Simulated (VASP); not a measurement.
Given:

```
CELL_PARAMETERS angstrom
      5.64235     0.00000     0.00000
      0.00000     5.64235     0.00000
      0.00000     0.00000     5.64235
ATOMIC_POSITIONS crystal
  Cs 0.00000 0.00000 0.00000
  Pb 0.50000 0.50000 0.50000
  Cl 0.00000 0.50000 0.50000
  Cl 0.50000 0.00000 0.50000
  Cl 0.50000 0.50000 0.00000
```

Level of theory: PBE GGA, VASP's PBE PAW potentials (set 64) (plane waves; VASP 6.6.1). Run with 300 eV cut-off, 6×6×6 Γ-centred mesh, Gaussian smearing of 0.010 eV, potentials Cs_sv Pb_d Cl.

At this cut-off the stress carries a Pulay error, which pulls relaxed volumes low. Energy and stress use the plane-wave basis of the starting cell.

### Question
The ions, cell shape and volume are relaxed. Predict the relaxed structure.

### Answer

```
CELL_PARAMETERS angstrom
      5.70460     0.00000     0.00000
      0.00000     5.70460     0.00000
      0.00000     0.00000     5.70460
ATOMIC_POSITIONS crystal
  Cs 0.00000 0.00000 0.00000
  Pb 0.50000 0.50000 0.50000
  Cl 0.00000 0.50000 0.50000
  Cl 0.50000 0.00000 0.50000
  Cl 0.50000 0.50000 0.00000
```
Space group Pm-3m (221), at a tolerance of 0.03 Å.

### Question
How do energy and volume change from the first to the last step?

### Answer
The energy (σ→0) changes by -3.2 meV/atom and the volume by +3.3 %, in 3 ionic steps.

The structure comes from a computed database's CsPbCl3 entry; how it stands against other phases isn't given here. This run relaxes it. Symmetry was kept, so distortions that lower it aren't found. The run is one of a series of settings (EDIFFG = -0.01, IBRION = 2, ISIF = 3, NSW = 50 against the base run), some of them coarse on purpose.
